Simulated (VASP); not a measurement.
Consider the following.

```
CELL_PARAMETERS angstrom
     -1.67688     1.67688     1.67688
      1.67688    -1.67688     1.67688
      1.67688     1.67688    -1.67688
ATOMIC_POSITIONS crystal
  Li 0.00000 0.00000 0.00000
```

The numbers are results of vdW-DF2, VASP's PBE PAW potentials (set 64) (plane waves; VASP 6.6.1), not measurements. Settings: 520 eV cut-off, 15×15×15 Γ-centred mesh, first-order Methfessel-Paxton smearing of 0.10 eV, potentials Li_sv.

Predict the energy per atom (σ→0), band gap (on the k-mesh) with the smallest direct gap where there is one.

- band gap (on the k-mesh) = none (metal, semimetal or under 0.01 eV)
- energy per atom (σ→0) = -1.034 eV/atom

The absolute energy has meaning only against runs of the same code, potentials and settings.

The compound is Li in the bcc structure. This cell is one point of a volume scan, at 0.97 of the reference volume.
